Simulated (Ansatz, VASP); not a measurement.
## Na4Ca2ZnSi22O49 (glassy 81SiO2-7Na2O-7CaO-4ZnO (mol %)): VASP beside Ansatz

One calculation is typed for both programs; each brings its own data sets. How far apart do they land? Of the first pair: The structure shown is the start of the Ansatz relaxation below; VASP solves that cell, so the two are compared at the walk's first step.

Calculated with Ansatz 0.2.0; plane waves, with VASP 6.6.1 beside it; single point at PBE.

### 1. The starting structure

The cell holds 78 atoms: 22 Si, 4 Na, 2 Ca, 1 Zn and 49 O. Cell: a = 10.144 Å, b = 10.144 Å, c = 10.144 Å, α = 90.0°, β = 90.0°, γ = 90.0°. As first built, before any earlier steps moved the atoms (in the runner's words): 78 atoms (22 Si, 4 Na, 2 Ca, 1 Zn, 49 O) placed at random at 2.4 g/cm^3, melted at 4000 K for 10 ps at fixed volume with the Morse and Coulomb pair potential with partial charges (Pedone, Malavasi, Menziani, Cormack and Segre, J. Phys. Chem. B 110, 11780 (2006)). Quenched from 4000 K to 300 K at 1000 K/ps and fixed volume, held 10 ps at zero pressure.

### 2. Ansatz: relaxation, PBE

Ansatz runs on its default PAW (the set named soft_2) files.

The two programs are compared at the cell with which this relaxation starts, whose forces are those of its first step.

The input, input.yaml:

```yaml
crystal:
  lattice:
    - [10.14429, 0.0, 0.0]
    - [0.0, 10.14429, 0.0]
    - [0.0, 0.0, 10.14429]
  atoms:
    - { symbol: Si, position: [0.96163, 0.42838, 0.09926] }
    - { symbol: Si, position: [0.22115, 0.48661, 0.20062] }
    - { symbol: Si, position: [0.7442, 0.82389, 0.8279] }
    - { symbol: Si, position: [0.24927, 0.84195, 0.55044] }
    - { symbol: Si, position: [0.1162, 0.39788, 0.83449] }
    - { symbol: Si, position: [0.61572, 0.26465, 0.17599] }
    - { symbol: Si, position: [0.84676, 0.41393, 0.51784] }
    - { symbol: Si, position: [0.23318, 0.12737, 0.42962] }
    - { symbol: Si, position: [0.43319, 0.82605, 0.79733] }
    - { symbol: Si, position: [0.31952, 0.19052, 0.15556] }
    - { symbol: Si, position: [0.023, 0.13586, 0.73321] }
    - { symbol: Si, position: [0.87089, 0.92937, 0.5675] }
    - { symbol: Si, position: [0.46682, 0.80904, 0.32789] }
    - { symbol: Si, position: [0.95453, 0.1928, 0.31174] }
    - { symbol: Si, position: [0.58268, 0.51607, 0.36905] }
    - { symbol: Si, position: [0.0899, 0.58267, 0.62502] }
    - { symbol: Si, position: [0.30312, 0.42754, 0.48231] }
    - { symbol: Si, position: [0.62206, 0.07617, 0.43099] }
    - { symbol: Si, position: [0.60983, 0.2688, 0.66523] }
    - { symbol: Si, position: [0.22573, 0.99972, 0.93122] }
    - { symbol: Si, position: [0.74837, 0.63536, 0.05161] }
    - { symbol: Si, position: [0.43004, 0.66956, 0.05496] }
    - { symbol: Na, position: [0.0393, 0.71011, 0.93692] }
    - { symbol: Na, position: [0.70335, 0.94459, 0.16121] }
    - { symbol: Na, position: [0.95021, 0.04257, 0.03072] }
    - { symbol: Na, position: [0.38591, 0.5402, 0.75322] }
    - { symbol: Ca, position: [0.00666, 0.84202, 0.25135] }
    - { symbol: Ca, position: [0.42553, 0.232, 0.87219] }
    - { symbol: Zn, position: [0.75134, 0.13258, 0.9083] }
    - { symbol: O, position: [0.60003, 0.4098, 0.24184] }
    - { symbol: O, position: [0.33048, 0.56941, 0.12251] }
    - { symbol: O, position: [0.74113, 0.0023, 0.49976] }
    - { symbol: O, position: [0.92849, 0.1364, 0.84764] }
    - { symbol: O, position: [0.25311, 0.11629, 0.03657] }
    - { symbol: O, position: [0.26098, 0.389, 0.8692] }
    - { symbol: O, position: [0.45624, 0.46285, 0.45645] }
    - { symbol: O, position: [0.26422, 0.2731, 0.4784] }
    - { symbol: O, position: [0.58454, 0.62359, 0.05342] }
    - { symbol: O, position: [0.25108, 0.33184, 0.18234] }
    - { symbol: O, position: [0.96194, 0.31223, 0.19753] }
    - { symbol: O, position: [0.83327, 0.50722, 0.07178] }
    - { symbol: O, position: [0.23084, 0.49019, 0.35332] }
    - { symbol: O, position: [0.94307, 0.85332, 0.4571] }
    - { symbol: O, position: [0.63658, 0.15483, 0.29628] }
    - { symbol: O, position: [0.75605, 0.33326, 0.63404] }
    - { symbol: O, position: [0.46865, 0.23262, 0.11409] }
    - { symbol: O, position: [0.07653, 0.53315, 0.15914] }
    - { symbol: O, position: [0.74461, 0.94097, 0.92868] }
    - { symbol: O, position: [0.53428, 0.93674, 0.38606] }
    - { symbol: O, position: [0.13352, 0.73834, 0.59869] }
    - { symbol: O, position: [0.36552, 0.81267, 0.65287] }
    - { symbol: O, position: [0.14351, 0.88584, 0.00718] }
    - { symbol: O, position: [0.79989, 0.73895, 0.16534] }
    - { symbol: O, position: [0.56442, 0.17756, 0.53038] }
    - { symbol: O, position: [0.9025, 0.06834, 0.23801] }
    - { symbol: O, position: [0.15286, 0.05711, 0.80446] }
    - { symbol: O, position: [0.32258, 0.11599, 0.29258] }
    - { symbol: O, position: [0.31843, 0.79711, 0.40594] }
    - { symbol: O, position: [0.03561, 0.38021, 0.96809] }
    - { symbol: O, position: [0.7123, 0.23684, 0.06236] }
    - { symbol: O, position: [0.36406, 0.95714, 0.86121] }
    - { symbol: O, position: [0.49918, 0.3613, 0.70924] }
    - { symbol: O, position: [0.61732, 0.15891, 0.77826] }
    - { symbol: O, position: [0.96595, 0.51441, 0.555] }
    - { symbol: O, position: [0.58729, 0.81145, 0.79375] }
    - { symbol: O, position: [0.96712, 0.04951, 0.62057] }
    - { symbol: O, position: [0.2262, 0.50675, 0.59514] }
    - { symbol: O, position: [0.79063, 0.69826, 0.90887] }
    - { symbol: O, position: [0.09867, 0.14164, 0.3668] }
    - { symbol: O, position: [0.72853, 0.4938, 0.44253] }
    - { symbol: O, position: [0.54258, 0.66733, 0.34917] }
    - { symbol: O, position: [0.0804, 0.55142, 0.77683] }
    - { symbol: O, position: [0.88804, 0.29399, 0.42554] }
    - { symbol: O, position: [0.2385, 0.00203, 0.52224] }
    - { symbol: O, position: [0.82467, 0.857, 0.69594] }
    - { symbol: O, position: [0.39439, 0.71743, 0.90964] }
    - { symbol: O, position: [0.43745, 0.79979, 0.17501] }
    - { symbol: O, position: [0.07564, 0.28982, 0.71645] }
kpoints:
  mp_grid: { grid: [1, 1, 1] }
hamiltonian:
  xc: pbe
scf:
  occupations: { method: gaussian, width: 0.05 }
output:
  forces: true
relax:
  f_tol: 0.05
  max_steps: 150
  cell: {}
```

On the command line:

```console
$ ansatz run input.yaml --threads 4 --pin off --max-ram 8192MiB --backend cpu --events-out ev --progress --plain --runs-dir out
```

Numbers of over 12 decimals in the logs are rounded to 6 here.

The log of the run:

```text
Engine: ansatz 0.2.0, aarch64-unknown-linux-gnu
Pseudopotentials: kind: paw
Pseudopotential: Si, paw, valence charge 4, recommended cutoff 420 eV (normal), Si.paw.azcp
Pseudopotential: Na, paw, valence charge 9, recommended cutoff 420 eV (normal), Na.paw.azcp
Pseudopotential: Ca, paw, valence charge 10, recommended cutoff 420 eV (normal), Ca.paw.azcp
Pseudopotential: Zn, paw, valence charge 12, recommended cutoff 420 eV (normal), Zn.paw.azcp
Pseudopotential: O, paw, valence charge 6, recommended cutoff 420 eV (normal), O.paw.azcp
Functional definition: PBE
  parameter kappa = 0.804
  parameter beta = 0.066725
  exchange = pbe_x(kappa = kappa, mu = beta*pi^2/3)
  correlation = pbe_c(beta = beta)
Crystal: 78 atoms, lattice volume = 1043.915 Å³
Basis set: ecut = 420 eV, 20341 PW (Γ), exchange–correlation on 144×144×144 points (8 copies of the dense FFT grid, shifted against one another)
Bands: 303, of which v1, the nominal top of the filled ones, is band 225 counted from 1 (224 counted from 0)
Symmetry: 1 space group operations
Space group: P1 (ITA 1), of the structure as read, at distance tolerance 1.0e-4 Å
k-points: 1
Non-local potential: Si, projectors of the file, l = 0: 2, l = 1: 2, l = 2: 2
Non-local potential: Na, projectors of the file, l = 0: 3, l = 1: 2, l = 2: 1
Non-local potential: Ca, projectors of the file, l = 0: 3, l = 1: 2, l = 2: 2
Non-local potential: Zn, projectors of the file, l = 0: 2, l = 1: 2, l = 2: 3, l = 3: 1
Non-local potential: O, projectors of the file, l = 0: 2, l = 1: 2, l = 2: 1
PAW form: soft (Blöchl's): semilocal exchange-correlation on the pseudo side does not see the compensation charge
PAW one-centre angular grid: Si, 110 points (default); XC on 64 Gauss nodes
PAW one-centre angular grid: Na, 110 points (default); XC on 64 Gauss nodes
PAW one-centre angular grid: Ca, 110 points (default); XC on 64 Gauss nodes
PAW one-centre angular grid: Zn, 590 points (default); XC on 64 Gauss nodes
PAW one-centre angular grid: O, 110 points (default); XC on 64 Gauss nodes
Initial density: superposition of atomic densities (neutral atoms: chi_scale 0, normalization atom), corrected by the library's trained network
Initial wavefunctions: pseudopotential atomic-orbital guess
Functional: x = pbe(κ = 0.804, μ = 0.219515), c = pbe(β = 0.066725)
SCF iter   1: F=—  HF=-54764.951896 eV  |F-HF|=—  |Δ(HF+E_count)|=         —  Δρ=2.26e-3  dr2=6.50e-2  ethr=1.77e-3  ⟨swp⟩=7.0  Hψ=1567  notcnv=0  defer=34
preconditioner: auto → Resta (q_TF=auto, 2.371 Å⁻¹)  ε∞=3.1  [insulator: Δε(μ)=3.581 eV  Ē_g=16.597 eV  σ=0.050 eV  W_gap=1.00  n_scr=250 (ndim 8)  ℏωp=24.1 eV  f_vac=0.151  D(μ)=0.00/eV (n_scr^D=0)  ε∞_Penn≈3.1]
SCF iter   2: F=—  HF=-54764.951324 eV  |F-HF|=—  |Δ(HF+E_count)|=   5.71e-4  Δρ=1.16e-3  dr2=1.66e-2  ethr=1.45e-5  ⟨swp⟩=2.0  Hψ=496  notcnv=0  defer=67
SCF iter   3: F=—  HF=-54764.952906 eV  |F-HF|=—  |Δ(HF+E_count)|=   1.58e-3  Δρ=5.41e-4  dr2=4.33e-3  ethr=3.69e-6  ⟨swp⟩=2.0  Hψ=396  notcnv=0  defer=67
SCF iter   4: F=—  HF=-54764.952529 eV  |F-HF|=—  |Δ(HF+E_count)|=   3.77e-4  Δρ=1.76e-4  dr2=3.85e-4  ethr=9.63e-7  ⟨swp⟩=2.0  Hψ=396  notcnv=0  defer=67
SCF iter   5: F=—  HF=-54764.952573 eV  |F-HF|=—  |Δ(HF+E_count)|=   4.41e-5  Δρ=1.14e-4  dr2=1.16e-4  ethr=8.55e-8  ⟨swp⟩=2.0  Hψ=395  notcnv=0  defer=67
SCF iter   6: F=—  HF=-54764.952589 eV  |F-HF|=—  |Δ(HF+E_count)|=   1.67e-5  Δρ=2.84e-5  dr2=8.13e-6  ethr=2.58e-8  ⟨swp⟩=2.0  Hψ=392  notcnv=0  defer=67
SCF iter   7: F=—  HF=-54764.954203 eV  |F-HF|=—  |Δ(HF+E_count)|=   1.61e-3  Δρ=1.60e-5  dr2=1.99e-6  ethr=1.81e-9  ⟨swp⟩=2.0  Hψ=528  notcnv=0  defer=69
SCF iter   8: F=—  HF=-54764.954204 eV  |F-HF|=—  |Δ(HF+E_count)|=   6.87e-7  Δρ=5.60e-6  dr2=3.00e-7  ethr=4.43e-10  ⟨swp⟩=2.0  Hψ=396  notcnv=0  defer=69
SCF iter   9: F=-54764.954204 eV  HF=-54764.954204 eV  |F-HF|=6.69e-9  |Δ(HF+E_count)|=   2.66e-7  Δρ=2.66e-6  dr2=6.68e-8  ethr=2.22e-11  ⟨swp⟩=4.0  Hψ=903  notcnv=0
SCF 1 converged in 9 iterations: F = -54764.954204 eV  dr2 = 6.68e-8
  greatest PAW one-centre occupation: 0.999 electrons in one spin orbital (limit 2), on the Na atom at site 24 (counted from 0), in its partial waves of l = 0
relax step   1: F+E_penalty+E_count = -54764.95420403 eV  Δ(F+E_penalty+E_count) = +0.000e0 eV  max|allowed force component| = 5.193e0 eV/Å  Δτ_max = 0.0000 Å  P = +5.647 GPa  Ω = 1043.915 Å³  (9 SCF iters, dr2 threshold 1.00e-7 eV, accepted)
Crystal: 78 atoms, lattice volume = 1054.453 Å³
Basis set: ecut = 420 eV, 20587 PW (Γ), exchange–correlation on 144×144×144 points (8 copies of the dense FFT grid, shifted against one another)
Initial density: handed on by an earlier stage of this run
Initial wavefunctions: those handed on with the density
iter 1 solved again at ethr=2.43e-4 eV; its pass at ethr=3.10e-3 eV (dr2=1.09e0 eV) is discarded
[...]
atom  46  O     -0.00265135    -0.00063268     0.00232874
  atom  47  O      0.00189377    -0.00368887     0.00044603
  atom  48  O      0.00044399    -0.00385271    -0.00035005
  atom  49  O     -0.00256725    -0.00573507    -0.00494903
  atom  50  O      0.00512179    -0.00115523     0.00032711
  atom  51  O     -0.00113394    -0.00452651     0.00212918
  atom  52  O      0.00450370     0.00864837    -0.00038192
  atom  53  O      0.00067799     0.00020215     0.00017485
  atom  54  O      0.00153447    -0.00121516     0.00286069
  atom  55  O      0.00017154    -0.00236162    -0.00173321
  atom  56  O      0.00469165    -0.00460121     0.00407622
  atom  57  O     -0.00064665     0.00262133    -0.00650041
  atom  58  O      0.00060825    -0.00162408     0.00425527
  atom  59  O     -0.00236399    -0.00047444     0.00278595
  atom  60  O      0.00021492    -0.00380935     0.00057648
  atom  61  O      0.00375453     0.00298635    -0.00223061
  atom  62  O     -0.00349312     0.00425065     0.00125856
  atom  63  O     -0.00217069     0.00486556    -0.00143347
  atom  64  O     -0.00119958     0.00101358     0.00065839
  atom  65  O      0.00570436    -0.00104093     0.00356199
  atom  66  O     -0.00185509     0.00325896    -0.00449181
  atom  67  O      0.00621609     0.00208409     0.00487197
  atom  68  O      0.00667483    -0.00279316     0.00417104
  atom  69  O      0.00293315    -0.00541590     0.00287340
  atom  70  O     -0.00080121     0.00147063     0.00171998
  atom  71  O     -0.00000301    -0.00239797     0.00573545
  atom  72  O      0.00116074     0.00419021     0.00086438
  atom  73  O     -0.00159475     0.00218405     0.00158252
  atom  74  O     -0.00214209     0.00490879    -0.00127659
  atom  75  O     -0.00176632     0.00351596    -0.01190682
  atom  76  O     -0.00374094     0.00225696     0.00165679
  atom  77  O     -0.00224092    -0.00195820    -0.00161125
  atom  78  O      0.00024065    -0.00322335     0.00096903
  max |Σ_I F_I| component: 2.66e-5 eV/Å
--- Stress (GPa, compression-positive) ---
        0.007967      -0.008971      -0.015389
       -0.008971      -0.003039       0.001574
       -0.015390       0.001574       0.008492
  P = ⅓ Tr σ = 0.0045 GPa (0.045 kbar)
--- Relaxed structure (26 steps of the walk, 24 accepted, 3 SCFs on fresh bases) ---
  F+E_penalty+E_count = -54773.12945595 eV   max|allowed force component| = 2.439e-2 eV/Å   (the final SCF, on the basis selected at the relaxed cell)
  cell:  # Å, volume = 1067.3953 Å³
    - [10.292404, -0.265006, -0.274193]
    - [-0.265006, 9.919608, 0.123965]
    - [-0.274193, 0.123965, 10.470638]
  atoms:
    - { symbol: Si, position: [0.973169, 0.443995, 0.091505] }
    - { symbol: Si, position: [0.237880, 0.465607, 0.190840] }
    - { symbol: Si, position: [0.709747, 0.862522, 0.855213] }
    - { symbol: Si, position: [0.268346, 0.817511, 0.534441] }
    - { symbol: Si, position: [0.118685, 0.426114, 0.831689] }
    - { symbol: Si, position: [0.599845, 0.262620, 0.172032] }
    - { symbol: Si, position: [0.843309, 0.394088, 0.496102] }
    - { symbol: Si, position: [0.235447, 0.121386, 0.422338] }
    - { symbol: Si, position: [0.412880, 0.833851, 0.818718] }
    - { symbol: Si, position: [0.311505, 0.171571, 0.152744] }
    - { symbol: Si, position: [0.022925, 0.157014, 0.775324] }
    - { symbol: Si, position: [0.862287, 0.958925, 0.604402] }
    - { symbol: Si, position: [0.482622, 0.792144, 0.334041] }
    - { symbol: Si, position: [0.952815, 0.193943, 0.294866] }
    - { symbol: Si, position: [0.592290, 0.500881, 0.366626] }
    - { symbol: Si, position: [0.111894, 0.559551, 0.588204] }
    - { symbol: Si, position: [0.328147, 0.403982, 0.477335] }
    - { symbol: Si, position: [0.627955, 0.076492, 0.429423] }
    - { symbol: Si, position: [0.617531, 0.262551, 0.656502] }
    - { symbol: Si, position: [0.208137, 0.989178, 0.922603] }
    - { symbol: Si, position: [0.760158, 0.664993, 0.065395] }
    - { symbol: Si, position: [0.450628, 0.678551, 0.076610] }
    - { symbol: Na, position: [-0.026241, 0.742222, 0.796436] }
    - { symbol: Na, position: [0.689488, 0.963978, 0.173374] }
    - { symbol: Na, position: [0.943591, -0.034207, 0.043804] }
    - { symbol: Na, position: [0.411053, 0.541317, 0.756628] }
    - { symbol: Ca, position: [-0.062170, 0.833286, 0.339049] }
    - { symbol: Ca, position: [0.407463, 0.231379, 0.843946] }
    - { symbol: Zn, position: [0.751217, 0.163361, 0.921893] }
    - { symbol: O, position: [0.573155, 0.405287, 0.241406] }
    - { symbol: O, position: [0.355643, 0.558827, 0.132587] }
    - { symbol: O, position: [0.761591, 0.031108, 0.500906] }
    - { symbol: O, position: [0.933176, 0.137541, 0.894625] }
    - { symbol: O, position: [0.233358, 0.061248, 0.063078] }
    - { symbol: O, position: [0.268317, 0.403412, 0.868397] }
    - { symbol: O, position: [0.480484, 0.451614, 0.464728] }
    - { symbol: O, position: [0.300801, 0.242965, 0.510678] }
    - { symbol: O, position: [0.599179, 0.633267, 0.066713] }
    - { symbol: O, position: [0.237674, 0.311931, 0.139807] }
    - { symbol: O, position: [0.962989, 0.301485, 0.172436] }
    - { symbol: O, position: [0.840711, 0.527153, 0.087138] }
    - { symbol: O, position: [0.254822, 0.452428, 0.344569] }
    - { symbol: O, position: [0.916988, 0.832192, 0.539995] }
    - { symbol: O, position: [0.637206, 0.152777, 0.288872] }
    - { symbol: O, position: [0.763461, 0.333760, 0.618343] }
    - { symbol: O, position: [0.457666, 0.203729, 0.100974] }
    - { symbol: O, position: [0.097694, 0.532886, 0.161176] }
    - { symbol: O, position: [0.709841, 0.965741, 0.968933] }
    - { symbol: O, position: [0.556462, 0.930289, 0.384304] }
    - { symbol: O, position: [0.139442, 0.712037, 0.523226] }
    - { symbol: O, position: [0.333432, 0.797596, 0.680898] }
    - { symbol: O, position: [0.107611, 0.865467, -0.071261] }
    - { symbol: O, position: [0.813924, 0.772393, 0.169633] }
[...]
- { symbol: O, position: [0.573864, 0.663053, 0.344578] }
    - { symbol: O, position: [0.097981, 0.570274, 0.743074] }
    - { symbol: O, position: [0.875838, 0.274773, 0.401549] }
    - { symbol: O, position: [0.231791, -0.026022, 0.500294] }
    - { symbol: O, position: [0.800333, 0.903295, 0.737747] }
    - { symbol: O, position: [0.390973, 0.715188, 0.930382] }
    - { symbol: O, position: [0.448071, 0.806546, 0.177371] }
    - { symbol: O, position: [0.051214, 0.314567, 0.730955] }
```

(Part 1 of 3 ends here.)

[Lines on the potential files, build, host, timing and source positions are cut from VASP's logs without a mark.]

[Logs are printed without paths, hosts, clocks, repeated set-up lines and the standing remarks that a program may print on its own settings, such as how far it seeks lower states.]

[Hosts, paths, dates, database ids (printed as entryN), source tags and the programs' standing remarks are cut or masked in the printed files.]
